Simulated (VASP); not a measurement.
Here is the system:

```
CELL_PARAMETERS angstrom
      0.00000     3.42094     3.42094
      3.42094     0.00000     3.42094
      3.42094     3.42094     0.00000
ATOMIC_POSITIONS crystal
  Ag 0.00000 0.00000 0.00000
  I  0.25000 0.25000 0.25000
```

The numbers are results of vdW-DF2, VASP's PBE PAW potentials (set 64) (plane waves; VASP 6.6.1), not measurements. Settings: 520 eV cut-off, Gaussian smearing of 0.050 eV, potentials Ag I.

Unless said otherwise, spin-orbit coupling is left out, though it shifts the bands of the heavy elements here.

### Question
Give the energies of bands 2 to 12 at the high-symmetry points, in eV from the valence-band maximum.

### Answer

```tsv
band	Γ	X	U	L	W
2	-3.40	-3.54	-3.38	-3.26	-3.30
3	-3.40	-3.00	-3.08	-3.26	-3.08
4	-3.40	-3.00	-2.93	-3.18	-3.01
5	-2.58	-2.52	-2.56	-2.56	-2.62
6	-2.58	-2.51	-2.49	-2.56	-2.39
7	0.00	-2.14	-2.40	-2.49	-2.36
8	0.00	-1.34	-1.55	-0.53	-1.57
9	0.00	-1.34	-1.06	-0.53	-1.28
10	1.09	3.70	3.82	2.64	4.27
11	5.96	3.78	4.81	6.33	5.17
12	5.96	7.76	7.29	6.33	6.23
```

The gap is direct, 1.09 eV, from the valence maximum at Γ to the conduction minimum at Γ.

The compound is AgI in the zinc blende structure, whereas wurtzite is the usual form. It was relaxed first, which changed the volume by +17 %.
